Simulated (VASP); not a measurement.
NiF: relaxation of cell and atoms with LDA

The system is NiF.

```
CELL_PARAMETERS angstrom
0.00000 2.33484 2.33484
2.33484 0.00000 2.33484
2.33484 2.33484 0.00000
ATOMIC_POSITIONS crystal
Ni 0.00000 0.00000 0.00000
F 0.75000 0.75000 0.75000
```

The cell was built by a generator and needn't be a form met in nature.

| Item | Value |
| --- | --- |
| Program | VASP 6.6.1 |
| Task | relaxation of cell and atoms |
| Functional | LDA |
| Potentials or basis | VASP PAW LDA potentials, release 64 (Ni, F) |
| Cutoff | 600 eV |
| k mesh | 7 × 7 × 7 |
| Occupations | fermi-dirac, width 0.05 eV |
| Spin | collinear spin, ferromagnetic start |
| Starting moments | [1.0, 0.0] μB |
| Target pressure | 5 GPa |
| Further INCAR settings | ALGO = Fast; EDIFF = 1e-06; IBRION = 2; EDIFFG = -0.01; NSW = 40; ISIF = 3 |
| Target pressure | 5 GPa |

```json
{"Relaxed volume": "11.64 Å³/atom", "Relaxed cell": "a = 3.205 Å, b = 3.205 Å, c = 3.205 Å, α = 60.00°, β = 60.00°, γ = 60.00°", "Space group after relaxing (to 0.05 Å)": "F-43m (No. 216)", "Energy change on relaxing (the enthalpy is what falls)": "-0.7 meV/atom", "Ionic steps": "3", "Pressure after relaxing": "4.9 GPa", "Band gap on the k mesh": "none (metal or under the smearing width)", "Net moment": "1.13 μB per cell", "Site moments": "Ni +1.07; F +0.09 μB", "Valence electrons inside the program's atomic spheres": "Ni 9.09; F 6.06"}
```

The path:
| step | energy change (eV) | largest force (eV/Å) | pressure (GPa) | volume (Å³) |
| --- | --- | --- | --- | --- |
| 1 | 0.0000 | 0.0000 | -4.37 | 25.46 |
| 2 | 0.0168 | 0.0000 | 7.75 | 22.81 |
| 3 | -0.0013 | 0.0000 | 4.94 | 23.27 |

Final structure:
```yaml
crystal:
  lattice:
    - [0.00000, 2.26601, 2.26601]
    - [2.26601, 0.00000, 2.26601]
    - [2.26601, 2.26601, 0.00000]
  atoms:
    - { symbol: Ni, position: [0.00000, 0.00000, 0.00000] }
    - { symbol: F, position: [0.75000, 0.75000, 0.75000] }
```

Levels at points of the mesh, in eV from the Fermi level:
Spin up:
```tsv
k point	band 6	band 7	band 8	band 9	band 10	band 11	band 12	band 13
(0.00, 0.00, 0.00)	-1.71	-1.71	-0.60	-0.60	-0.60	13.36	13.36	13.36
```
Spin down:
```tsv
k point	band 4	band 5	band 6	band 7	band 8	band 9	band 10	band 11	band 12	band 13
(0.00, 0.00, 0.00)	-7.92	-2.13	-0.92	-0.92	0.44	0.44	0.44	13.49	13.49	13.49
```

It took 22 s on 1 thread of Intel(R) Xeon(R) 6975P-C (Granite Rapids), with other jobs on the host, peak memory 0.16 GiB.

Caveat: the cell is relaxed towards a set pressure, so the enthalpy falls and the energy may rise; a cell with one magnetic atom can't hold antiferromagnetic order, which such compounds often take; semilocal functionals often make such compounds metallic where correlation or magnetic order opens a gap, which also shifts bond lengths. With open d or f shells a metallic result of LDA can be an artefact of self-interaction; +U or a hybrid may open a gap.
